**Q:** I have calculated pressures for a block of aluminium squeezed and stretched by equal amounts. Why don't the pressures come out equal and opposite?

VASP 6.6.1 calculations of face-centred cubic aluminium at fixed volumes, using the PBE functional and PAW potentials without spin polarisation. All runs use a 520 eV plane-wave cutoff, an 18 × 18 × 18 k-point mesh for the one-atom cell and first-order Methfessel-Paxton smearing of 0.2 eV. Pressure is positive in compression.

```tsv
volume (Å³/atom)	shortest distance (Å)	pressure (GPa)
15.001	2.768	9.020
15.496	2.798	5.500
15.990	2.828	2.520
16.485	2.857	0.000
16.979	2.885	-2.140
17.474	2.913	-3.970
17.968	2.940	-5.520
```

**A:** First, what the signs mean. The cell at 16.485 Å³ per atom carries no pressure, so it is the size the crystal chooses for itself at this level of theory, a density-functional calculation with the PBE functional. Smaller cells push outward against whatever holds them, which is the positive pressure. Larger cells pull inward, and their negative pressure is the tension needed to keep them open.

The two ends of the table lie 9% below and 9% above the balanced volume. Squeezing takes 9.0 GPa, stretching only 5.5 GPa. The energies of the same runs agree: the smallest cell costs 38 meV per atom and the largest 28 meV. Compression is the harder direction on both counts.

**Q:** Is that one odd row at an end, or does it run through the whole series?

**A:** It runs through the whole series. The volume grows in nearly equal steps, yet the first step lowers the pressure by 3.52 GPa and the last by only 1.55 GPa, with every drop smaller than the one before. The balanced row comes from a run that also computed elastic constants, with the same cutoff, mesh and smearing as the others, and it falls on the same smooth curve. There is no irregular row to explain, only a bend.

**Q:** So what bends the curve?

**A:** In the simplest picture, two large effects oppose each other inside the metal, and one depends more steeply on volume. Aluminium has three outer electrons per atom, and they move through the crystal almost freely. Confining them in a smaller space shortens their wavelengths and raises their kinetic energy, so they push outward. The attraction between electrons and ions pulls inward, helped by exchange, the quantum effect that keeps electrons of like spin apart.

Now shrink every length in the crystal by the same factor. Kinetic energy grows as one over length squared, electrostatic energy only as one over length. On compression the push therefore outgrows the pull, and on expansion it fades sooner and leaves the pull in charge. That gives the signs in the table.

The bend follows from the same difference. The stiffness of the crystal is how fast push minus pull changes with volume. As the cell swells, both forces flatten out, but the push loses its steepness faster. The net curve therefore becomes flatter, and each further step changes the pressure less.

**Q:** Can you see this push in the calculation, or is it only a story?

**A:** Partly. The runs give the total pressure and not its two parts, so the split itself is theory. They do give the energy range filled by the outer electrons, from the lowest level to the highest occupied one. It narrows from 11.8 eV in the smallest cell to 10.5 eV in the largest, falling as volume to the power −0.63. Free electrons would give −2/3, so the electrons respond to the size of their box nearly as the picture assumes.

**Q:** Then give me a formula I can work through by hand.

**A:** Call the volume per atom V and its balanced value V₀. A length goes as V^(1/3), so the kinetic energy goes as V^(−2/3) and the attraction as −V^(−1/3). Pressure is minus the slope of energy with volume, which turns these into a push going as V^(−5/3) and a pull going as V^(−4/3). At V₀ they cancel, so both have the same strength there, k:

P = k [(V₀/V)^(5/3) − (V₀/V)^(4/3)]

The bulk modulus B = −V dP/dV is the resistance to a change of volume. At V₀ the formula gives B = k(5/3 − 4/3) = k/3, so k = 3B. The elastic constants of the balanced cell give B = 77.9 GPa, and the two neighbouring pressures in the table lead to nearly the same value. The formula is now fixed without using the pressure of any squeezed or stretched cell in the table.

Take the smallest cell:

- V₀/V = 16.485/15.001 = 1.0989
- the push factor is 1.0989^(5/3) = 1.170
- the pull factor is 1.0989^(4/3) = 1.134
- P ≈ 3 × 77.9 GPa × (1.170 − 1.134) ≈ 8.4 GPa

With unrounded factors the result is 8.5 GPa, against 9.0 GPa in the table.

**Q:** That is close. Would a plain spring have done as well?

**A:** No. A spring with the same stiffness, linear in volume, gives 7.0 GPa at both ends, as a pressure on one side and a tension on the other. It has no bend at all. The push-and-pull formula is closer to the table in every squeezed or stretched cell, and it accounts for about three quarters of the difference in size between the two end pressures. The printed analysis after this text compares the formulas row by row.

**Q:** And the last quarter?

**A:** There the simple picture falls short. The formula gives too little pressure in every squeezed cell and too much tension in every stretched one, so the real curve bends more. One can see this in the stiffness, which in the table rises by about 4.4 GPa for each GPa of added pressure. The formula gives only 3.0.

An obvious suspect is the ions' inner electrons, which keep the outer ones out of the cores. In the simplest treatment this repulsion gives a steeper push, going as V^(−2). But even if the whole push were of this kind, the stiffness would rise by only 3.3 GPa per GPa. Any mixture of the two pushes against the same pull lies between these limits, so core repulsion of this form can supply only a small part of what is missing.

**Q:** What is left, then?

**A:** Both formulas treat the outer electrons as an even cloud that keeps its form while the crystal changes size. In reality they gather and thin out in response to the ions, and the energy gained in this way has its own dependence on volume. Standard theory of simple metals includes this term, and it is my best guess for the missing bend. The table can't confirm it, because the runs don't separate that energy from the rest.

There is a related warning about k. For free electrons alone, the push at balance would be roughly 137 GPa, while k = 3B is about 234 GPa, some 1.7 times as much. The formula therefore takes its strength from the computed stiffness of the crystal, and only its shape comes from the electron picture. I wouldn't read k as the true kinetic pressure. Core repulsion belongs in that balance too. It adds little to the bend, but theory expects it to carry a large share of the push, and without it the metal should settle at a much smaller volume.

**Q:** Could I really pull a piece of aluminium to 5.5 GPa of tension?

**A:** The table doesn't promise that. Its tension acts equally in all directions, whereas a bar in a testing machine is pulled along one. Each stretched cell is also a perfect crystal held at a chosen size, with no void, grain boundary or surface where it could tear. Whether the stretched lattice would even stay stable against small distortions was not tested. The negative pressures tell you how strongly the atoms pull back, which is a different matter from the strength of a part.

Temperature is missing as well. The atoms sit still, without thermal or even zero-point motion, and both would normally swell the crystal a little. For a part at working temperature, the balanced volume would shift, and the stiffness with it.

**Q:** What should I take from this when I need a pressure for a given change of volume?

**A:** Use a single bulk modulus only for small changes. In this series the linear spring is within 10% of the calculated pressure when the volume is 3% from balance. At 9% it is more than a fifth too low in compression and more than a quarter too high in tension. For changes of that size, let the stiffness rise as the metal is squeezed and fall as it is stretched; the push-and-pull formula does this with the same two inputs, V₀ and B, and stays within about 7% of every pressure here.

Numerical output:

```
Step from the row above:
     row  mid volume (A3)  pressure change (GPa)  local stiffness (GPa)
  15.496            15.25                  -3.52                  108.4
   15.99            15.74                  -2.98                  94.97
  16.485            16.24                  -2.52                  82.66
  16.979            16.73                  -2.14                  72.48
  17.474            17.23                  -1.83                  63.69
  17.968            17.72                  -1.55                   55.6
Models without fit to the pressures (GPa):
     row  linear spring  kinetic push  core push  spring miss  kinetic miss  core miss
  15.001          7.014         8.468      8.603       -2.006       -0.5519    -0.4167
  15.496          4.675          5.29      5.345      -0.8253       -0.2103    -0.1552
   15.99           2.34         2.487      2.499      -0.1803      -0.03328   -0.02058
  16.485              0             0          0            0             0          0
  16.979         -2.335        -2.201      -2.19       -0.195      -0.06101   -0.05024
  17.474         -4.675         -4.16      -4.12      -0.7047         -0.19      -0.15
  17.968          -7.01        -5.899     -5.815        -1.49       -0.3787    -0.2952
Compression of the smallest cell (percent): 9.002
Highest pressure over strongest tension (ratio): 1.634
Bulk modulus from the elastic constants (GPa): 77.92
Bulk modulus from the two neighbouring pressures (GPa): 77.67
Stiffness of first step over last step (ratio): 1.95
Stiffness gained per GPa of pressure in the table: 4.401
Stiffness gained per GPa with kinetic push: 2.984
Stiffness gained per GPa with core push: 3.313
Share of the end-to-end asymmetry given by kinetic push (percent): 73.41
Share of the end-to-end asymmetry given by core push (percent): 79.66
Occupied band width in the smallest cell (eV): 11.81
Occupied band width in the largest cell (eV): 10.54
Power of volume with which the width falls (free electrons 0.667): 0.6283
Free-electron kinetic pressure at balance for order of magnitude only (GPa): 136.6
Energy cost of the smallest cell (meV per atom): 38.34
Energy cost of the largest cell (meV per atom): 27.57
```
